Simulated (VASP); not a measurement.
Computed with PBEsol GGA, VASP's PBE PAW potentials (set 64) (plane waves; VASP).

VASP input:

### POSCAR
```
K4Br2Cl2
1.0
  0.0000000000   3.1994420329   3.1994420329
  3.1994420329   0.0000000000   3.1994420329
 12.8181356881  12.8181356881  -0.0203675563
K Cl Br
4 2 2
Cart
  3.3273064779   3.3273064779   6.2710196208
  3.2045339220   6.4039759549   3.1943501438
  6.2812033991   6.2812033991   0.1176806668
  9.6136017661  12.8130437990   3.1841663657
  3.2644677449   3.2644677449   3.1344163216
  6.3440421320   6.3440421320   3.2542839661
  9.5435981873   9.5435981873   3.2541699441
 12.8830473777  12.8830473777   3.1141627873
```

### INCAR
```
EDIFF = 1E-6
IBRION = 2   # conjugate gradients
ISMEAR = 0
NELM = 100   # most electronic steps
LASPH = T   # aspherical one-centre terms
LWAVE = F
PREC = Accurate
ALGO = Normal   # blocked Davidson
ENCUT = 400
EDIFFG = -0.02   # ionic stop
LCHARG = F
LREAL = F   # projection in real space or not
SYSTEM = K4Br2Cl2
SIGMA = 0.05   # width (eV)
NSW = 60   # most ionic steps
LMAXMIX = 4   # l cut-off of mixed one-centre charges
ISIF = 3
GGA = PS   # PBEsol
```

**KPOINTS**
```
Automatic mesh
0
gamma
  6 6 2
0 0 0
```

POTCAR, in this order: K_sv Cl Br (PBE.64 set). Program: vasp_std.

Task: What does the run give for the energy per atom (σ→0), volume per atom, band gap (on the k-mesh)?

Result: 
```json
{
 "energy per atom (σ→0)": "-3368 meV/atom",
 "band gap (on the k-mesh)": "4.45 eV",
 "volume_per_atom": "32.77 Å³/atom"
}
```

OSZICAR:
```
...
DAV:   1    -0.269401807043E+02    0.31694E-02   -0.14414E+00  1672   0.499E+00    0.496E-01
DAV:   2    -0.269443341294E+02   -0.41534E-02   -0.65360E-02  1852   0.121E+00    0.223E-01
DAV:   3    -0.269438719543E+02    0.46218E-03   -0.15273E-03  2416   0.220E-01    0.149E-01
DAV:   4    -0.269435749538E+02    0.29700E-03   -0.10982E-03  2272   0.201E-01    0.736E-02
DAV:   5    -0.269435935459E+02   -0.18592E-04   -0.17577E-04  1982   0.701E-02    0.352E-02
DAV:   6    -0.269435891807E+02    0.43652E-05   -0.24938E-05  2496   0.379E-02    0.168E-02
DAV:   7    -0.269435882660E+02    0.91475E-06   -0.96423E-06  2116   0.296E-02
   9 F= -.26943588E+02 E0= -.26943588E+02  d E =-.611162E-03
```

The structure was generated: K4Br2Cl2 was put into an ordered model structure (R-3m), which need not be its known phase. This run relaxes it. Symmetry was kept, so distortions that lower it aren't found. The start is the result of an earlier pass.
